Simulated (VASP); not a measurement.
Calculation: vdW-DF-cx, VASP's PBE PAW potentials (set 64) (plane waves; VASP).

Input for VASP

KPOINTS:
```
kpoints
0
gamma
 16 16 8
0 0 0
```

File POSCAR:
```
Zn
1.0
  1.3013869122  -2.2540686674   0.0000000000
  1.3013869122   2.2540686674   0.0000000000
  0.0000000000   0.0000000000   4.5749466799
Zn
2
Direct
  0.3333330000   0.6666670000   0.2500000000
  0.6666670000   0.3333330000   0.7500000000
```

**INCAR**
```
SYSTEM = Zn
PREC = Accurate
ENCUT = 520
EDIFF = 1E-7
NELM = 100
ALGO = Normal
LREAL = .FALSE.
LASPH = .TRUE.
ISMEAR = 1
SIGMA = 0.1
GGA = CX
LUSE_VDW = .TRUE.
AGGAC = 0.0
LMAXMIX = 4
LWAVE = .FALSE.
LCHARG = .FALSE.
ISIF = 4
IBRION = 2
NSW = 30
EDIFFG = -0.01
```

POTCAR, in this order: Zn (PBE.64 set). Program: vasp_std.

Q: What will the output report for the number of irreducible k-points (NKPTS), largest plane-wave count, number of space-group operations, FFT grid (NGX, NGY, NGZ)?

A: 
The number of irreducible k-points (NKPTS) comes out as 150, the largest plane-wave count is 736 and the number of space-group operations is 24. The FFT grid (NGX, NGY, NGZ) is 20 × 20 × 36.

The compound is Zn in the hcp structure. This cell is one point of a volume scan, at 0.94 of the reference volume. Symmetry was kept, so distortions that lower it aren't found.
